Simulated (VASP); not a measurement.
All values below come from PBE GGA, VASP's PBE PAW potentials (set 64) (plane waves; VASP 6.6.1).

VASP ran on this input.

KPOINTS:
```
Automatic mesh
0
Gamma
6 6 4
0 0 0
```

**INCAR**
```
# general
SYSTEM = SiC
PREC   = Normal
ENCUT  = 500   # plane-wave cut-off (eV)
LREAL  = F   # projection in real space or not
LASPH  = T

# electronic loop
EDIFF  = 1E-8   # SCF stop (eV)
NELM   = 100   # most electronic steps
ALGO   = Normal   # blocked Davidson

# smearing
ISMEAR = 0   # Gaussian
SIGMA  = 0.01   # width (eV)

# functional
GGA    = PE   # PBE

# output
LWAVE  = T
LCHARG = F
```

POSCAR:
```
SiC
1
    1.5400000000    -2.6673580000     0.0000000000
    1.5400000000     2.6673580000     0.0000000000
    0.0000000000     0.0000000000     5.0500000000
Si C
2 2
Direct
  0.6666670000   0.3333330000   0.5000000000
  0.3333330000   0.6666670000   0.0000000000
  0.6666670000   0.3333330000   0.8750000000
  0.3333330000   0.6666670000   0.3750000000
```

POTCAR, in this order: Si_GW C_GW_new (PBE.64 set). Program: vasp_std.

Output

### OUTCAR
```
 ion  position               nearest neighbor table
   1  0.667  0.333  0.500-   4 1.89   4 1.89   4 1.89   3 1.89   2 3.09   2 3.09   2 3.09   2 3.09
                             2 3.09   2 3.09
   2  0.333  0.667  0.000-   3 1.89   3 1.89   3 1.89   4 1.89   1 3.09   1 3.09   1 3.09   1 3.09
                             1 3.09   1 3.09
   3  0.667  0.333  0.875-   2 1.89   2 1.89   2 1.89   1 1.89
   4  0.333  0.667  0.375-   1 1.89   1 1.89   1 1.89   2 1.89
  LATTYP: Found a hexagonal cell.
 ALAT       =     3.0799997890
 C/A-ratio  =     1.6396105019
 Subroutine PRICEL returns:
 Original cell was already a primitive cell.
 Subroutine GETGRP returns: Found 12 space group operations
The static configuration has the point symmetry C_3v.
 The point group associated with its full space group is C_6v.
The dynamic configuration has the point symmetry C_3v.
 Subroutine INISYM returns: Found 12 space group operations
 Subroutine IBZKPT returns following result:
 Found     21 irreducible k-points:

 Following reciprocal coordinates:
            Coordinates               Weight
  0.000000  0.000000  0.000000      1.000000
  0.166667 -0.000000  0.000000      6.000000
  0.333333  0.000000  0.000000      6.000000
...
```

File OSZICAR:
```
       N       E                     dE             d eps       ncg     rms          rms(c)
DAV:   1     0.561544083982E+02    0.56154E+02   -0.70355E+03   572   0.119E+03
DAV:   2    -0.287596243670E+02   -0.84914E+02   -0.76680E+02   888   0.312E+02
DAV:   3    -0.335733050904E+02   -0.48137E+01   -0.47508E+01   696   0.628E+01
DAV:   4    -0.338004815957E+02   -0.22718E+00   -0.22617E+00   800   0.170E+01
DAV:   5    -0.338078968213E+02   -0.74152E-02   -0.74090E-02   724   0.307E+00    0.988E+00
DAV:   6    -0.301994235361E+02    0.36085E+01   -0.10561E+01   836   0.290E+01    0.306E+00
DAV:   7    -0.300860601556E+02    0.11336E+00   -0.77879E-01   660   0.703E+00    0.167E+00
DAV:   8    -0.300697001326E+02    0.16360E-01   -0.55139E-02   740   0.374E+00    0.135E-01
DAV:   9    -0.300698007567E+02   -0.10062E-03   -0.43593E-03   792   0.795E-01    0.606E-02
DAV:  10    -0.300700157973E+02   -0.21504E-03   -0.48746E-04   708   0.224E-01    0.222E-02
DAV:  11    -0.300700095070E+02    0.62903E-05   -0.72207E-05   776   0.989E-02    0.406E-03
DAV:  12    -0.300700110381E+02   -0.15311E-05   -0.37773E-06   780   0.216E-02    0.147E-03
DAV:  13    -0.300700110932E+02   -0.55133E-07   -0.28548E-07   772   0.684E-03    0.373E-04
DAV:  14    -0.300700110846E+02    0.86208E-08   -0.25035E-08   548   0.200E-03
   1 F= -.30070011E+02 E0= -.30070011E+02  d E =-.241080E-21
```

OUTCAR:
```
------------------------ aborting loop because EDIFF is reached ----------------------------------------
  FORCE on cell =-STRESS in cart. coord.  units (eV):
  Direction    XX          YY          ZZ          XY          YZ          ZX
  --------------------------------------------------------------------------------------
  Total        0.6963363      0.6963362      0.9048126      0.0000000      0.0000000      0.0000000
  in kB       26.8909553     26.8909503     34.9418442      0.0000000      0.0000000      0.0000000
  external PRESSURE =      29.5745833 kB  Pullay stress =       0.0000000 kB
  volume of cell :       41.49
      direct lattice vectors                 reciprocal lattice vectors
     1.540000000 -2.667358000  0.000000000     0.324675325 -0.187451403  0.000000000
     1.540000000  2.667358000  0.000000000     0.324675325  0.187451403  0.000000000
     0.000000000  0.000000000  5.050000000     0.000000000  0.000000000  0.198019802
  FREE ENERGIE OF THE ION-ELECTRON SYSTEM (eV)
  ---------------------------------------------------
  free  energy   TOTEN  =       -30.0700110846 eV

  energy  without entropy=      -30.0700110846  energy(sigma->0) =      -30.07001108
```
(Selected blocks of OUTCAR.)

The compound is SiC in the wurtzite structure, the rare 2H polytype. The cell was not relaxed at this level.
